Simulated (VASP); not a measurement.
Input:

```
GaSe
1.0
    1.87236     1.08101     8.19192
   -1.87236     1.08101     8.19192
    0.00000    -2.16202     8.19192
Ga Se
2 2
Direct
  0.95043   0.95043   0.95043
  0.04924   0.04924   0.04924
  0.23600   0.23600   0.23600
  0.43034   0.43034   0.43034
```

Method: PBEsol GGA, VASP's PBE PAW potentials (set 64) (plane waves; VASP). Run with 400 eV cut-off, 8×8×8 Γ-centred mesh, tetrahedra with Blöchl corrections, potentials Ga_d Se.

The cores are frozen, which limits the accuracy of field gradients. Without a dispersion term in the relaxation, distances and binding between the weakly bound layers, chains or molecules are unreliable, and so is what depends on them.

**Question.** Give the principal components of the electric field gradient (V/Å²) and the asymmetry η at each nucleus.

**Answer.** 
| atom | Vxx | Vyy | Vzz | η |
|---|---|---|---|---|
| Ga1 | 37.4 | 37.4 | -74.7 | 0.00 |
| Ga2 | 37.4 | 37.4 | -74.7 | 0.00 |
| Se3 | 45.4 | 45.4 | -90.8 | 0.00 |
| Se4 | 44.6 | 44.6 | -89.3 | 0.00 |

The structure comes from a computed database's GaSe entry (R3m); how it stands against other phases isn't given here. It was relaxed first, which changed the volume by -7 %.
